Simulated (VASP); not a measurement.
# HgPtSeF3 (Immm) in VASP: single point with PBE

Aim: the single point of HgPtSeF3 with PBE.

Program: VASP 6.6.1. These are calculated values, not measurements. Logs are shortened: lines on timing, memory, paths and dates and some standing lists are left out, and cuts for length are marked.

## 1. The cell of the first run

The structure is orthorhombic, space group Immm (No. 71). Conventional cell: a = 4.964 Å, b = 5.165 Å, c = 8.952 Å, α = 90.00°, β = 90.00°, γ = 90.00°. Hg (site symmetry mmm) is surrounded by 4 F at 2.48 to 2.50 Å and 2 Se at 2.58 Å. Pt (site symmetry mmm) is surrounded by 2 F at 1.98 Å. Se (site symmetry mmm) has 2 Pt at 2.48 Å and 2 Hg at 2.58 Å as nearest neighbours. F (site symmetry mm2) has 1 Pt at 1.98 Å as nearest neighbours. Around F (site symmetry mmm) lie 2 Hg at 2.48 Å and 2 Pt at 2.58 Å.

The cell was built by a generator and needn't be a form met in nature.

## 2. Single point, PBE (random cell by space group and Wyckoff sites (Immm, No. 71))

File INCAR:

```
SYSTEM = HgPtSeF3
PREC     = Accurate       ! precision mode
ENCUT    = 520            ! plane-wave cutoff, eV
EDIFF    = 1E-7           ! SCF threshold, eV
ISMEAR   = 0              ! smearing method
SIGMA    = 0.1            ! smearing width, eV
LREAL    = .FALSE.        ! projectors in reciprocal space
LASPH    = .TRUE.         ! aspherical terms in the spheres
NELM     = 100            ! most SCF steps
ALGO     = Fast           ! electronic algorithm
ISIF     = 2              ! what is computed and relaxed
LWAVE    = .FALSE.        ! write WAVECAR
LCHARG   = .FALSE.        ! write CHGCAR
GGA      = PE             ! functional
NBANDS   = 34             ! bands
```

File KPOINTS:

```
regular mesh
0
G
  8 8 8
  0 0 0
```

File POSCAR:

```
HgPtSeF3
1.0
   -2.5823060669      2.4819746913      4.4760357631
    2.5823060669     -2.4819746913      4.4760357631
    2.5823060669      2.4819746913     -4.4760357631
Hg Pt Se F
1 1 1 3
Direct
    0.0000000000      0.0000000000      0.0000000000
    0.5000000000      0.5000000000      0.0000000000
    0.0000000000      0.5000000000      0.5000000000
    0.7207711627      0.7207711627      0.0000000000
    0.2792288373      0.2792288373      0.0000000000
    0.5000000000      0.0000000000      0.5000000000
```

Potentials or basis: VASP PAW PBE potentials, release 64 (Hg, Pt, Se, F).

Command:

```console
$ cat potpaw_PBE.64/Hg/POTCAR potpaw_PBE.64/Pt/POTCAR potpaw_PBE.64/Se/POTCAR potpaw_PBE.64/F/POTCAR > POTCAR
$ mpirun -np 1 vasp_std > vasp.out
```

OUTCAR:

```text
SYSTEM = HgPtSeF3
   PREC = Accurate
   ENCUT = 520
   EDIFF = 1E-7
   ISMEAR = 0
   LREAL = .FALSE.
   LASPH = .TRUE.
   NELM = 100
   ISIF = 2
   GGA = PE

 ion  position               nearest neighbor table
   1  0.000  0.000  0.000-   6 2.48   6 2.48   4 2.50   5 2.50   3 2.58   3 2.58   2 3.58   2 3.58
                             2 3.58   2 3.58
   2  0.500  0.500  0.000-   4 1.98   5 1.98   3 2.48   3 2.48   6 2.58   6 2.58   1 3.58   1 3.58
                             1 3.58   1 3.58
   3  0.000  0.500  0.500-   2 2.48   2 2.48   1 2.58   1 2.58
   4  0.721  0.721  0.000-   2 1.98   1 2.50
   5  0.279  0.279  0.000-   2 1.98   1 2.50
   6  0.500  0.000  0.500-   1 2.48   1 2.48   2 2.58   2 2.58

  LATTYP: Found a body centered orthorhombic cell.
 ALAT       =     4.9639493826
 B/A-ratio  =     1.0404240124
 C/A-ratio  =     1.8034171657

  Lattice vectors:

 A1 = (   2.5823060669,  -2.4819746913,  -4.4760357631)
 A2 = (  -2.5823060669,   2.4819746913,  -4.4760357631)
 A3 = (   2.5823060669,   2.4819746913,   4.4760357631)

Analysis of symmetry for initial positions (statically):
=====================================================================
 Subroutine PRICEL returns:
 Original cell was already a primitive cell.

 Routine SETGRP: Setting up the symmetry group for a
 body centered orthorhombic supercell.

 Subroutine GETGRP returns: Found  8 space group operations
 (whereof  8 operations were pure point group operations)
 out of a pool of  8 trial point group operations.

The static configuration has the point symmetry D_2h.

Analysis of symmetry for dynamics (positions and initial velocities):
=====================================================================
 Subroutine PRICEL returns:
 Original cell was already a primitive cell.

 Routine SETGRP: Setting up the symmetry group for a
 body centered orthorhombic supercell.

 Subroutine GETGRP returns: Found  8 space group operations
 (whereof  8 operations were pure point group operations)
 out of a pool of  8 trial point group operations.

The dynamic configuration has the point symmetry D_2h.

 Subroutine INISYM returns: Found  8 space group operations
 (whereof  8 operations are pure point group operations),
 and found     1 'primitive' translations

----------------------------------------------------------------------------------------

                                     Primitive cell

  volume of cell :     114.7516

  direct lattice vectors                    reciprocal lattice vectors
    -2.582306067  2.481974691  4.476035763     0.000000000  0.201452497  0.111705989
     2.582306067 -2.481974691  4.476035763     0.193625383  0.000000000  0.111705989
     2.582306067  2.481974691 -4.476035763     0.193625383  0.201452497  0.000000000

  length of vectors
     5.732660739  5.732660739  5.732660739     0.230350465  0.223537506  0.279417067

  position of ions in fractional coordinates (direct lattice)
     0.000000000  0.000000000  0.000000000
     0.500000000  0.500000000  0.000000000
     0.000000000  0.500000000  0.500000000
     0.720771163  0.720771163  0.000000000
     0.279228837  0.279228837  0.000000000
     0.500000000  0.000000000  0.500000000

  ion indices of the primitive-cell ions
   primitive index   ion index
                 1           1
                 2           2
                 3           3
                 4           4
                 5           5
                 6           6

----------------------------------------------------------------------------------------

 KPOINTS: regular mesh

Automatic generation of k-mesh.
 Grid dimensions read from file:
 generate k-points for:    8    8    8

 Generating k-lattice:

  Cartesian coordinates                     Fractional coordinates (reciprocal lattice)
     0.000000000  0.025181562  0.013963249     0.125000000 -0.000000000  0.000000000
     0.024203173  0.000000000  0.013963249    -0.000000000  0.125000000  0.000000000
     0.024203173  0.025181562  0.000000000     0.000000000  0.000000000  0.125000000

  Length of vectors
     0.028793808  0.027942188  0.034927133

  Shift w.r.t. Gamma in fractional coordinates (k-lattice)
     0.000000000  0.000000000  0.000000000

 Subroutine IBZKPT returns following result:
 ===========================================

 Found     95 irreducible k-points:

 Following reciprocal coordinates:
            Coordinates               Weight
  0.000000  0.000000  0.000000      1.000000
  0.125000  0.000000  0.000000      4.000000
  0.250000  0.000000  0.000000      4.000000
  0.375000  0.000000  0.000000      4.000000
  0.500000  0.000000  0.000000      2.000000
  0.000000  0.125000  0.000000      4.000000
[... 16 lines left out ...]
  0.125000  0.375000  0.000000      8.000000
  0.250000  0.375000  0.000000      8.000000
 [... further k-points ...]
   k-points           NKPTS =     95   k-points in BZ     NKDIM =     95   number of bands    NBANDS=     34
   number of dos      NEDOS =    301   number of ions     NIONS =      6
   total plane-waves  NPLWV = 110592
   dimension x,y,z NGX =    48 NGY =   48 NGZ =   48
   dimension x,y,z NGXF=    96 NGYF=   96 NGZF=   96
   ions per type =               1   1   1   3
   NGX,Y,Z   is equivalent  to a cutoff of  13.92, 13.92, 13.92 a.u.
   NGXF,Y,Z  is equivalent  to a cutoff of  27.84, 27.84, 27.84 a.u.
 SYSTEM =  HgPtSeF3
   PREC   = accura    normal or accurate (medium, high low for compatibility)
   ISTART =      0    job   : 0-new  1-cont  2-samecut
   ICHARG =      2    charge: 1-file 2-atom 10-const
   ISPIN  =      1    spin polarized calculation?
   LNONCOLLINEAR =      F non collinear calculations
   LSORBIT =      F    spin-orbit coupling
   LASPH  =      T    aspherical Exc in radial PAW
   ENCUT  =  520.0 eV  38.22 Ry    6.18 a.u.  10.66 10.66 10.66*2*pi/ulx,y,z
   NELM   =    100;   NELMIN=  2; NELMDL= -5     # of ELM steps
   EDIFF  = 0.1E-06   stopping-criterion for ELM
   LREAL  =      F    real-space projection
   EDIFFG = 0.1E-05   stopping-criterion for IOM
   NSW    =      0    number of steps for IOM
   IBRION =     -1    ionic relax: 0-MD 1-quasi-New 2-CG
   NFREE  =      0    steps in history (QN), initial steepest desc. (CG)
   ISIF   =      2    stress and relaxation
   ISYM   =      2    0-nonsym 1-usesym 2-fastsym
   POTIM  = 0.5000    time-step for ionic-motion
   TEBEG  =    0.0;   TEEND  =   0.0 temperature during run
   PSTRESS=    0.0 pullay stress
   NELECT =      49.0000    total number of electrons
   NUPDOWN=      -1.0000    fix difference up-down
   EMIN   =  10.00;   EMAX   =-10.00  energy-range for DOS
   EFERMI =   0.00;   METHOD = LEGACY
   ISMEAR =     0;   SIGMA  =   0.10  broadening in eV -4-tet -1-fermi 0-gaus
   EFERMI_NEDOS =   21; number of points for ismear=-14 and -15
   IALGO  =     68    algorithm
   IMIX   =      4    mixing-type and parameters
     AMIX     =   0.40;   BMIX     =  1.00
     AMIX_MAG =   1.60;   BMIX_MAG =  1.00
  volume/ion in A,a.u.               =      19.13       129.06
  Fermi-wavevector in a.u.,A,eV,Ry     =   1.232785  2.329626 20.677573  1.519759
  Thomas-Fermi vector in A             =   2.367541
   LORBIT       =      0    0 simple, 1 ext, 2 COOP (PROOUT), +10 PAW based schemes
   GGA     = PE    functional components
   LHFCALC =     F    Hartree Fock is set to
   AEXX    =    0.0000 exact exchange contribution
   IVDW    =     0    specifies the selected vdW correction
   LEPSILON=     F    determine dielectric tensor
   LRPA    =     F    only Hartree local field effects (RPA)
 non-spin polarized calculation
 RMM-DIIS sequential band-by-band and
 Gauss-broadening in eV      SIGMA  =   0.10
  energy-cutoff  :      520.00
  volume of cell :      114.75
 maximum number of plane-waves:      3117
 NGX is ok and might be reduce to    48
   NGX = 21   NGY = 21   NGZ = 21

 number of electron      49.0000002 magnetization

 Free energy of the ion-electron system (eV)
  ---------------------------------------------------
  ext. energy  EPLUGINS =         0.00000000
  ---------------------------------------------------
  free energy    TOTEN  =       -19.73260850 eV

  energy without entropy =      -19.72215460  energy(sigma->0) =      -19.72738155

 E-fermi :   0.6839     XC(G=0):  -9.1857

 val. band max:        0.6790635279   @ k =  -0.1250   0.1250   0.0000
 cond. band min:       0.7026570000   @ k =   0.2500  -0.1250   0.1250
 fundamental gap:      0.0235934721
 Fermi energy:         0.6839131103

 k-point     1 :       0.0000    0.0000    0.0000
  band No.  band energies     occupation
      1     -21.3494      2.00000
      2     -21.0300      2.00000
      3     -20.9122      2.00000
      4     -12.7316      2.00000
      5      -6.0666      2.00000
      6      -5.2113      2.00000
[... 26 lines left out ...]
     33      10.8517      0.00000
     34      11.5257      0.00000

 k-point     2 :       0.1250    0.0000    0.0000
  band No.  band energies     occupation
      1     -21.3439      2.00000
      2     -21.0341      2.00000
      3     -20.9087      2.00000
      4     -12.6844      2.00000
      5      -6.0215      2.00000
      6      -5.2259      2.00000
[... 26 lines left out ...]
     33      10.6290      0.00000
     34      10.7914      0.00000

 k-point     3 :       0.2500    0.0000    0.0000
  band No.  band energies     occupation
      1     -21.3306      2.00000
      2     -21.0447      2.00000
      3     -20.9010      2.00000
      4     -12.5646      2.00000
      5      -5.8897      2.00000
      6      -5.2607      2.00000
[... 26 lines left out ...]
     33      10.7300      0.00000
     34      10.7320      0.00000
[... 704 lines left out ...]
 k-point    23 :       0.1250    0.3750    0.0000
  band No.  band energies     occupation
      1     -21.3074      2.00000
      2     -21.0631      2.00000
      3     -20.9030      2.00000
      4     -12.4137      2.00000
      5      -6.4707      2.00000
      6      -5.4717      2.00000
[... 26 lines left out ...]
     33      10.7141      0.00000
     34      11.2370      0.00000

 k-point    24 :       0.2500    0.3750    0.0000
  band No.  band energies     occupation
      1     -21.3052      2.00000
      2     -21.0622      2.00000
      3     -20.8950      2.00000
      4     -12.2770      2.00000
      5      -6.4976      2.00000
      6      -5.6884      2.00000
[... 26 lines left out ...]
     33      10.5389      0.00000
     34      11.7229      0.00000

 [... further k-points ...]

------------------------ aborting loop because EDIFF is reached ----------------------------------------

  FORCE on cell =-STRESS in cart. coord.  units (eV):
  Direction    XX          YY          ZZ          XY          YZ          ZX
  --------------------------------------------------------------------------------------
  -------------------------------------------------------------------------------------
  Total        0.1538899      0.0109755      0.3916820      0.0000000      0.0000000      0.0000000
  in kB        2.1486316      0.1532411      5.4687195      0.0000000      0.0000000      0.0000000
  external PRESSURE =       2.5901974 kB  Pullay stress =       0.0000000 kB

 VOLUME and BASIS-vectors are now :
 -----------------------------------------------------------------------------
  energy-cutoff  :      520.00
  volume of cell :      114.75
      direct lattice vectors                 reciprocal lattice vectors
    -2.582306067  2.481974691  4.476035763     0.000000000  0.201452497  0.111705989
     2.582306067 -2.481974691  4.476035763     0.193625383  0.000000000  0.111705989
     2.582306067  2.481974691 -4.476035763     0.193625383  0.201452497  0.000000000

 POSITION                                       TOTAL-FORCE (eV/Angst)
 -----------------------------------------------------------------------------------
      0.00000      0.00000      0.00000        -0.000000     -0.000000      0.000000
      0.00000      0.00000      4.47604        -0.000000     -0.000000      0.000000
      2.58231      0.00000      0.00000        -0.000000     -0.000000      0.000000
      0.00000      0.00000      6.45240         0.000000      0.000000      0.108142
      0.00000      0.00000      2.49968         0.000000     -0.000000     -0.108142
      0.00000      2.48197      0.00000        -0.000000     -0.000000      0.000000
 -----------------------------------------------------------------------------------
    total drift:                               -0.000000      0.000000      0.000000

  FREE ENERGIE OF THE ION-ELECTRON SYSTEM (eV)
  ---------------------------------------------------
  free  energy   TOTEN  =       -19.7326084993 eV

  energy  without entropy=      -19.7221545975  energy(sigma->0) =      -19.72738155
```

Wall time 7.4 min (1 thread of AMD EPYC 9R45 (Zen 5), shared host); peak memory 0.56 GiB.

Results:

```
Free energy            : -19.7326 eV
Pressure               : 0.3 GPa
Largest force          : 0.108 eV/Å
Band gap on the k mesh : none (metal or under the smearing width)
```

Forces on the atoms (eV/Å):
```
Hg   0.000  0.000  0.000
Pt   0.000  0.000  0.000
Se   0.000  0.000  0.000
F    0.000  0.000  0.108
F    0.000  0.000 -0.108
F    0.000  0.000  0.000
```

Stress tensor (GPa, compression positive):
```
0.21 0.00 0.00
0.00 0.02 0.00
0.00 0.00 0.55
```

Levels at points of the mesh, in eV from the Fermi level:
```
           k point  band 22  band 23  band 24  band 25  band 26  band 27  band 28  band 29
(0.00, 0.00, 0.00)    -1.79    -1.01    -0.84    -0.50    -0.48     0.36     5.33     8.16
(0.50, 0.00, 0.00)    -1.15    -0.72    -0.38     0.06     1.47     2.81     7.47     7.71
(0.00, 0.50, 0.00)    -1.29    -0.85    -0.71    -0.43     0.76     4.70     4.97     7.28
(0.50, 0.50, 0.00)    -0.48    -0.43     0.45     0.55     3.25     4.43     5.69     5.99
(0.50, 0.50, 0.50)    -1.76    -1.35    -0.79    -0.47    -0.45     0.55     5.27     7.42
```

Caveat: an odd number of electrons without spin polarisation forces a metal; a magnetic or distorted state may lie lower. The run has no spin-orbit coupling, so splittings on Hg, Pt are missing.
